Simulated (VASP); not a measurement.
# GW on CuI (Marshite): a test of the settings

How far does the GW correction to the gap of CuI (Marshite) depend on the settings? The starting structure is a measured crystal structure from the Crystallography Open Database. Cell and atoms stay as given.

Method: GW on LDA orbitals, with plane waves and PAW data sets made for GW, in VASP 6.6.1.

The database entry behind the starting cell differs from later determinations by our own check (about 0.15 % long (mineral sample)), so it need not match the best structure at ambient conditions.

## (1) The structure

The structure is cubic, space group F-43m (No. 216). Conventional cell: a = 6.063 Å, b = 6.063 Å, c = 6.063 Å, α = 90.00°, β = 90.00°, γ = 90.00°. Nearest to I lie 4 Cu at 2.63 Å. Nearest to Cu lie 4 I at 2.63 Å. Farther neighbours and most contacts between anions are not listed.

Structure file:

```cif
data_structure
_symmetry_space_group_name_H-M 'P 1'
_symmetry_Int_Tables_number 1
_cell_length_a 4.2872
_cell_length_b 4.2872
_cell_length_c 4.2872
_cell_angle_alpha 60.000
_cell_angle_beta 60.000
_cell_angle_gamma 60.000
_cell_volume 55.72
loop_
_atom_site_label
_atom_site_type_symbol
_atom_site_fract_x
_atom_site_fract_y
_atom_site_fract_z
_atom_site_occupancy
I1 I 0.00000 0.00000 0.00000 1
Cu2 Cu 0.75000 0.75000 0.75000 1
```

## (2) G0W0 (response cutoff 100 eV, 3×3×3 mesh)

It reads the orbitals and their derivatives (WAVECAR and WAVEDER) of a run with the empty bands, which follows a ground-state run; neither is shown.

Contents of INCAR:

```
SYSTEM = CuI
PREC = Accurate
ENCUT = 440
ISMEAR = 0
SIGMA = 0.01
LREAL = .FALSE.
GGA = CA
NBANDS = 128
ALGO = EVGW0
NELMGW = 1
ENCUTGW = 100
NOMEGA = 40
PRECFOCK = Fast
NBANDSGW = 20
LWAVE = .FALSE.
LCHARG = .FALSE.
```

Contents of POSCAR:

```
CuI
1.0
    0.0000000000      3.0315000000      3.0315000000
    3.0315000000      0.0000000000      3.0315000000
    3.0315000000      3.0315000000      0.0000000000
I Cu
1 1
Direct
    0.0000000000      0.0000000000      0.0000000000
    0.7500000000      0.7500000000      0.7500000000
```

Contents of KPOINTS:

```
Automatic mesh
0
Gamma
3 3 3
0 0 0
```

The projector-augmented-wave data sets are I_GW and Cu_GW (LDA family, release 64).

The run is started by

```console
mpirun -np 4 vasp_std
```

What it wrote:

```text
[banner, memory and clock lines left out]
running    4 mpi-ranks, on    1 nodes
 distrk:  each k-point on    4 cores,    1 groups
 distr:  one band on    1 cores,    4 groups

 POSCAR found type information on POSCAR I Cu
 POSCAR found :  2 types and       2 ions
|                                                                             |
|           W    W    AA    RRRRR   N    N  II  N    N   GGGG   !!!           |
|           W    W   A  A   R    R  NN   N  II  NN   N  G    G  !!!           |
|           W    W  A    A  R    R  N N  N  II  N N  N  G       !!!           |
|           W WW W  AAAAAA  RRRRR   N  N N  II  N  N N  G  GGG   !            |
|           WW  WW  A    A  R   R   N   NN  II  N   NN  G    G                |
|           W    W  A    A  R    R  N    N  II  N    N   GGGG   !!!           |
|                                                                             |
|     The default for ENCUTGWSOFT is different in this version of VASP.       |
|     please manually set ENCUTGWSOFT =100 in the INCAR file.                 |
|                                                                             |

 LDA part: xc-table for (Slater(with rela. corr.)+CA(PZ))
 , standard interpolation
 found WAVECAR, reading the header
 POSCAR, INCAR and KPOINTS ok, starting setup
 FFT: planning ... GRIDC
 FFT: planning ... GRID_SOFT
 FFT: planning ... GRID
 reading WAVECAR
 the WAVECAR file was read successfully
 initial charge from wavefunction
 available memory per node:    104.62 GB, setting MAXMEM to    107131

 The Fermi energy was updated, please check that it is located mid-gap
 values below the HOMO (VB) or above the LUMO (CB) will cause erroneous energies
 E-fermi :   4.1989

 calculate exact exchange contribution
 the WAVEDER file was read successfully
energies w=
    0.000    0.000    0.421    0.000    0.840    0.000    1.254    0.000
    1.660    0.000    2.059    0.000    2.449    0.000    2.830    0.000
    3.203    0.000    3.568    0.000    3.927    0.000    4.281    0.000
    4.632    0.000    4.981    0.000    5.332    0.000    5.685    0.000
    6.045    0.000    6.413    0.000    6.792    0.000    7.187    0.000
    7.602    0.000    8.042    0.000    8.512    0.000    9.019    0.000
    9.576    0.000   10.191    0.000   10.879    0.000   11.663    0.000
   12.568    0.000   13.631    0.000   14.906    0.000   16.471    0.000
   18.443    0.000   21.014    0.000   24.510    0.000   29.537    0.000
   37.370    0.000   51.213    0.000   82.075    0.000  209.696    0.000
 responsefunction array rank=     140
 LDA part: xc-table for (Slater(with rela. corr.)+CA(PZ))
 , standard interpolation

 min. memory requirement per mpi rank     90.7 MB, per node    362.7 MB

 allocating  10 responsefunctions rank=   140
 shmem allocating  40 responsefunctions rank=   140
 response function shared by NCSHMEM nodes    1
 Doing           10  frequencies on each core in blocks of           40
NQ=   1    0.0000    0.0000    0.0000,
|.........|.........|.........|.........|.........|.........|.........|.........
 performed         78000 updates of chi_q(r,r)
 total number of BLAS operations         11.76 Gflops
NQ=   2    0.3333    0.0000    0.0000,
|.........|.........|.........|.........|.........|.........|.........|.........
 performed        222000 updates of chi_q(r,r)
 total number of BLAS operations         33.83 Gflops
NQ=   3    0.3333    0.3333    0.0000,
|.........|.........|.........|.........|.........|.........|.........|.........
 performed        371000 updates of chi_q(r,r)
 total number of BLAS operations         53.80 Gflops
NQ=   4   -0.3333    0.3333    0.0000,
|.........|.........|.........|.........|.........|.........|.........|.........
 performed        556000 updates of chi_q(r,r)
 total number of BLAS operations         75.93 Gflops
 resolving degeneracies of screened two electron integrals

 calculate QP shifts <psi_nk| G(iteration)W_0 |psi_nk>: iteration 1
 entering main loop
```

Elapsed: 5.2 s, on 4 MPI ranks of Intel Xeon 6975P-C (Granite Rapids), shared host; peak memory 0.6 GiB.

Lines that name or quote the potential files are left out of all logs, and their timing lines are given in words.

From OUTCAR (step 2):

```text
ion  position               nearest neighbor table
   1  0.000  0.000  0.000-   2 2.63   2 2.63   2 2.63   2 2.63
   2  0.750  0.750  0.750-   1 2.63   1 2.63   1 2.63   1 2.63

  LATTYP: Found a face centered cubic cell.
 ALAT       =     6.0630000000

 Subroutine GETGRP returns: Found 24 space group operations
 (whereof 24 operations were pure point group operations)

The static configuration has the point symmetry T_d .

 Found      4 irreducible k-points:

   k-points           NKPTS =      4   k-points in BZ     NKDIM =     27   number of bands    NBANDS=    128

   dimension x,y,z NGX =    30 NGY =   30 NGZ =   30
   dimension x,y,z NGXF=    60 NGYF=   60 NGZF=   60

   ENCUT  =  440.0 eV  32.34 Ry    5.69 a.u.   7.33  7.33  7.33*2*pi/ulx,y,z

   NELECT =      18.0000    total number of electrons

  energy-cutoff  :      440.00
  volume of cell :       55.72
      direct lattice vectors                 reciprocal lattice vectors
     0.000000000  3.031500000  3.031500000    -0.164934851  0.164934851  0.164934851
     3.031500000  0.000000000  3.031500000     0.164934851 -0.164934851  0.164934851
     3.031500000  3.031500000  0.000000000     0.164934851  0.164934851 -0.164934851

 k-points in reciprocal lattice and weights: Automatic mesh
   0.00000000  0.00000000  0.00000000       0.037
   0.33333333  0.00000000  0.00000000       0.296
   0.33333333  0.33333333  0.00000000       0.222
  -0.33333333  0.33333333  0.00000000       0.444

 E-fermi :   4.1989

 QP shifts <psi_nk| G(iteration)W_0 |psi_nk>: iteration 1
 for sc-GW calculations column KS-energies equals QP-energies in previous step
 and V_xc(KS)=  KS-energies - (<T + V_ion + V_H > + <T+V_H+V_ion>^1  + <V_x>^1)
 k-point   1 :       0.0000    0.0000    0.0000
  band No.  KS-energies  QP-energies   sigma(KS)   V_xc(KS)     V^pw_x(r,r')   Z            occupation Imag(sigma)
    ...
      6       1.7769       1.2189     -19.9771     -19.0912     -28.2687       0.6298       2.0000       0.3607
      7       3.7236       3.2294     -17.6912     -16.9858     -22.7807       0.7007       2.0000       0.2387
      8       3.7236       3.2294     -17.6912     -16.9858     -22.7807       0.7007       2.0000       0.2387
      9       3.7236       3.2294     -17.6912     -16.9858     -22.7807       0.7007       2.0000       0.2387
     10       4.6741       5.3938      -8.8502      -9.7848      -4.7450       0.7700       0.0000      -0.1065
     11       8.5776       9.0168      -9.0489      -9.6272      -4.6850       0.7595       0.0000      -0.1533
     12       8.5776       9.0168      -9.0489      -9.6272      -4.6850       0.7595       0.0000      -0.1533
     13       8.5776       9.0168      -9.0489      -9.6272      -4.6850       0.7595       0.0000      -0.1533
    ...

 k-point   2 :       0.3333    0.0000    0.0000
  band No.  KS-energies  QP-energies   sigma(KS)   V_xc(KS)     V^pw_x(r,r')   Z            occupation Imag(sigma)
    ...
      6       1.7786       1.2235     -19.9634     -19.0858     -28.2738       0.6326       2.0000       0.3632
      7       2.0808       1.5362     -19.6548     -18.8035     -27.5660       0.6399       2.0000       0.3494
      8       3.1649       2.6336     -17.6614     -16.8910     -23.1841       0.6897       2.0000       0.2546
      9       3.1649       2.6336     -17.6614     -16.8910     -23.1841       0.6897       2.0000       0.2546
     10       5.8441       6.4689      -9.2275     -10.0483      -5.1126       0.7612       0.0000      -0.1160
     11       9.1837       9.6221      -9.2470      -9.8268      -4.9173       0.7560       0.0000      -0.1708
     12       9.1837       9.6221      -9.2470      -9.8268      -4.9173       0.7560       0.0000      -0.1708
     13      10.0192      10.5052      -9.0248      -9.6673      -4.4959       0.7564       0.0000      -0.2110
    ...

 k-point   3 :       0.3333    0.3333    0.0000
  band No.  KS-energies  QP-energies   sigma(KS)   V_xc(KS)     V^pw_x(r,r')   Z            occupation Imag(sigma)
    ...
      6       1.8407       1.2856     -20.1387     -19.2614     -28.5121       0.6326       2.0000       0.3599
      7       2.2521       1.7356     -19.3099     -18.5147     -26.7267       0.6496       2.0000       0.3248
      8       2.4620       1.9004     -18.3918     -17.5444     -25.0931       0.6627       2.0000       0.3008
      9       2.4620       1.9004     -18.3918     -17.5444     -25.0931       0.6627       2.0000       0.3008
     10       6.5523       6.9342      -9.0088      -9.5074      -5.2473       0.7659       0.0000      -0.1220
     11       6.9271       7.4119      -9.7242     -10.3634      -5.9202       0.7586       0.0000      -0.1250
     12      11.1700      11.6849      -8.9948      -9.6745      -4.3896       0.7576       0.0000      -0.2405
     13      11.6016      12.1481      -9.6072     -10.3446      -4.6614       0.7412       0.0000      -0.2782
    ...

 k-point   4 :      -0.3333    0.3333    0.0000
  band No.  KS-energies  QP-energies   sigma(KS)   V_xc(KS)     V^pw_x(r,r')   Z            occupation Imag(sigma)
    ...
      6       1.7761       1.2252     -19.9586     -19.0835     -28.3028       0.6296       2.0000       0.3669
      7       2.0120       1.4623     -19.6783     -18.8152     -27.6890       0.6369       2.0000       0.3534
      8       2.0953       1.5436     -19.5412     -18.6829     -27.3061       0.6427       2.0000       0.3358
      9       2.5964       2.0369     -18.3093     -17.4733     -24.7960       0.6692       2.0000       0.2891
     10       6.9164       7.3872      -9.4878     -10.1059      -5.6367       0.7615       0.0000      -0.1261
     11       8.8682       9.4163      -9.6486     -10.3754      -5.2323       0.7541       0.0000      -0.1678
     12      10.7573      11.1761      -9.2036      -9.7537      -4.9438       0.7612       0.0000      -0.2046
     13      10.9083      11.4144      -9.2978      -9.9707      -4.5122       0.7521       0.0000      -0.2417
    ...
```

G0W0 (response cutoff 100 eV, 3×3×3 mesh): the quasiparticle gap on this mesh is 2.164 eV, +1.214 eV from the LDA gap on the same points, with 128 bands.

## (3) G0W0 (response cutoff 160 eV, 3×3×3 mesh)

It reads the orbitals and their derivatives (WAVECAR and WAVEDER) of a run with the empty bands, which follows a ground-state run; neither is shown.

INCAR, as its differences from that of step 2:

```diff
@@ -7,6 +7,6 @@
 GGA = CA
-NBANDS = 128
+NBANDS = 260
 ALGO = EVGW0
 NELMGW = 1
-ENCUTGW = 100
+ENCUTGW = 160
 NOMEGA = 40
```

POSCAR is that of step 2.

KPOINTS is that of step 2.

The run is started by

```console
mpirun -np 4 vasp_std
```

What it wrote:

```text
[banner, memory and clock lines left out]
running    4 mpi-ranks, on    1 nodes
[...]
|                                                                             |
|           W    W    AA    RRRRR   N    N  II  N    N   GGGG   !!!           |
|           W    W   A  A   R    R  NN   N  II  NN   N  G    G  !!!           |
|           W    W  A    A  R    R  N N  N  II  N N  N  G       !!!           |
|           W WW W  AAAAAA  RRRRR   N  N N  II  N  N N  G  GGG   !            |
|           WW  WW  A    A  R   R   N   NN  II  N   NN  G    G                |
|           W    W  A    A  R    R  N    N  II  N    N   GGGG   !!!           |
|                                                                             |
|     The default for ENCUTGWSOFT is different in this version of VASP.       |
|     please manually set ENCUTGWSOFT =160 in the INCAR file.                 |
|                                                                             |

 LDA part: xc-table for (Slater(with rela. corr.)+CA(PZ))
[...]
min. memory requirement per mpi rank    150.6 MB, per node    602.6 MB

 allocating  10 responsefunctions rank=   260
 shmem allocating  40 responsefunctions rank=   260
 response function shared by NCSHMEM nodes    1
 Doing           10  frequencies on each core in blocks of           40
NQ=   1    0.0000    0.0000    0.0000,
|.........|.........|.........|.........|.........|.........|.........|.........
 performed        163000 updates of chi_q(r,r)
 total number of BLAS operations         87.79 Gflops
NQ=   2    0.3333    0.0000    0.0000,
|.........|.........|.........|.........|.........|.........|.........|.........
 performed        461000 updates of chi_q(r,r)
 total number of BLAS operations        244.44 Gflops
NQ=   3    0.3333    0.3333    0.0000,
|.........|.........|.........|.........|.........|.........|.........|.........
 performed        770000 updates of chi_q(r,r)
 total number of BLAS operations        394.12 Gflops
NQ=   4   -0.3333    0.3333    0.0000,
|.........|.........|.........|.........|.........|.........|.........|.........
 performed       1151000 updates of chi_q(r,r)
 total number of BLAS operations        594.39 Gflops
 resolving degeneracies of screened two electron integrals

 calculate QP shifts <psi_nk| G(iteration)W_0 |psi_nk>: iteration 1
 entering main loop
[key lines of the parts left out:]
E-fermi :   4.1989
```

Elapsed: 11 s, on 4 MPI ranks; peak memory 0.83 GiB; 42 s of CPU time.

Parts of OUTCAR (step 3):

```text
 QP shifts <psi_nk| G(iteration)W_0 |psi_nk>: iteration 1
 for sc-GW calculations column KS-energies equals QP-energies in previous step
 and V_xc(KS)=  KS-energies - (<T + V_ion + V_H > + <T+V_H+V_ion>^1  + <V_x>^1)
 k-point   1 :       0.0000    0.0000    0.0000
  band No.  KS-energies  QP-energies   sigma(KS)   V_xc(KS)     V^pw_x(r,r')   Z            occupation Imag(sigma)
    ...
      6       1.7769       1.2635     -19.9129     -19.0912     -28.2687       0.6248       2.0000       0.0399
      7       3.7236       3.1806     -17.7643     -16.9858     -22.7807       0.6975       2.0000      -0.0405
      8       3.7236       3.1806     -17.7643     -16.9858     -22.7807       0.6975       2.0000      -0.0405
      9       3.7236       3.1806     -17.7643     -16.9858     -22.7807       0.6975       2.0000      -0.0405
     10       4.6741       5.2304      -9.0579      -9.7848      -4.7450       0.7653       0.0000      -0.2708
     11       8.5776       8.9118      -9.1843      -9.6272      -4.6850       0.7546       0.0000      -0.2122
     12       8.5776       8.9118      -9.1843      -9.6272      -4.6850       0.7546       0.0000      -0.2122
     13       8.5776       8.9118      -9.1843      -9.6272      -4.6850       0.7546       0.0000      -0.2122
    ...

[... 1 part as in an earlier step ...]

[... 2 further parts left out ...]
[key lines of the parts left out:]
E-fermi :   4.1989
```

G0W0 (response cutoff 160 eV, 3×3×3 mesh): the quasiparticle gap on this mesh is 2.050 eV, +1.099 eV from the LDA gap on the same points, with 260 bands.

## (4) G0W0 (response cutoff 240 eV, 3×3×3 mesh)

It reads the orbitals and their derivatives (WAVECAR and WAVEDER) of a run with the empty bands, which follows a ground-state run; neither is shown.

INCAR, as its differences from that of step 3:

```diff
@@ -7,6 +7,6 @@
 GGA = CA
-NBANDS = 260
+NBANDS = 472
 ALGO = EVGW0
 NELMGW = 1
-ENCUTGW = 160
+ENCUTGW = 240
 NOMEGA = 40
```

POSCAR is that of step 3.

KPOINTS is that of step 3.

The run is started by

```console
mpirun -np 4 vasp_std
```

What it wrote:

```text
[banner, memory and clock lines left out]
running    4 mpi-ranks, on    1 nodes
[...]
|                                                                             |
|           W    W    AA    RRRRR   N    N  II  N    N   GGGG   !!!           |
|           W    W   A  A   R    R  NN   N  II  NN   N  G    G  !!!           |
|           W    W  A    A  R    R  N N  N  II  N N  N  G       !!!           |
|           W WW W  AAAAAA  RRRRR   N  N N  II  N  N N  G  GGG   !            |
|           WW  WW  A    A  R   R   N   NN  II  N   NN  G    G                |
|           W    W  A    A  R    R  N    N  II  N    N   GGGG   !!!           |
|                                                                             |
|     The default for ENCUTGWSOFT is different in this version of VASP.       |
|     please manually set ENCUTGWSOFT =240 in the INCAR file.                 |
|                                                                             |

 LDA part: xc-table for (Slater(with rela. corr.)+CA(PZ))
[...]
min. memory requirement per mpi rank    307.1 MB, per node   1228.4 MB

 allocating  10 responsefunctions rank=   472
 shmem allocating  40 responsefunctions rank=   472
 response function shared by NCSHMEM nodes    1
 Doing           10  frequencies on each core in blocks of           40
NQ=   1    0.0000    0.0000    0.0000,
|.........|.........|.........|.........|.........|.........|.........|.........
 performed        300000 updates of chi_q(r,r)
 total number of BLAS operations        506.54 Gflops
NQ=   2    0.3333    0.0000    0.0000,
|.........|.........|.........|.........|.........|.........|.........|.........
 performed        845000 updates of chi_q(r,r)
 total number of BLAS operations       1463.20 Gflops
NQ=   3    0.3333    0.3333    0.0000,
|.........|.........|.........|.........|.........|.........|.........|.........
 performed       1409000 updates of chi_q(r,r)
 total number of BLAS operations       2469.93 Gflops
NQ=   4   -0.3333    0.3333    0.0000,
|.........|.........|.........|.........|.........|.........|.........|.........
 performed       2106000 updates of chi_q(r,r)
 total number of BLAS operations       3680.82 Gflops
 resolving degeneracies of screened two electron integrals

 calculate QP shifts <psi_nk| G(iteration)W_0 |psi_nk>: iteration 1
 entering main loop
[key lines of the parts left out:]
E-fermi :   4.1989
```

The job ended after 31 s (4 MPI ranks; peak memory 1.5 GiB).

From OUTCAR (step 4):

```text
 QP shifts <psi_nk| G(iteration)W_0 |psi_nk>: iteration 1
 for sc-GW calculations column KS-energies equals QP-energies in previous step
 and V_xc(KS)=  KS-energies - (<T + V_ion + V_H > + <T+V_H+V_ion>^1  + <V_x>^1)
 k-point   1 :       0.0000    0.0000    0.0000
  band No.  KS-energies  QP-energies   sigma(KS)   V_xc(KS)     V^pw_x(r,r')   Z            occupation Imag(sigma)
    ...
      6       1.7769       1.1954     -20.0268     -19.0912     -28.2687       0.6214       2.0000      -0.2463
      7       3.7236       3.0799     -17.9119     -16.9858     -22.7807       0.6951       2.0000      -0.2443
      8       3.7236       3.0799     -17.9119     -16.9858     -22.7807       0.6951       2.0000      -0.2443
      9       3.7236       3.0799     -17.9119     -16.9858     -22.7807       0.6951       2.0000      -0.2443
     10       4.6741       5.0979      -9.2308      -9.7848      -4.7450       0.7648       0.0000      -0.3087
     11       8.5776       8.8433      -9.2741      -9.6272      -4.6850       0.7526       0.0000      -0.2856
     12       8.5776       8.8433      -9.2741      -9.6272      -4.6850       0.7526       0.0000      -0.2856
     13       8.5776       8.8433      -9.2741      -9.6272      -4.6850       0.7526       0.0000      -0.2856
    ...

[... 1 part as in an earlier step ...]

[... 2 further parts left out ...]
[key lines of the parts left out:]
E-fermi :   4.1989
```

G0W0 (response cutoff 240 eV, 3×3×3 mesh): the quasiparticle gap on this mesh is 2.018 eV, +1.067 eV from the LDA gap on the same points, with 472 bands.

[end of part 1 of 2]

[Lines on the potential files, build, host, timing and source positions are cut from VASP's logs without a mark.]

[Logs are printed without paths, hosts, clocks, repeated set-up lines and the standing remarks that a program may print on its own settings, such as how far it seeks lower states.]

[Hosts, paths, dates, database ids (printed as entryN), source tags and the programs' standing remarks are cut or masked in the printed files.]
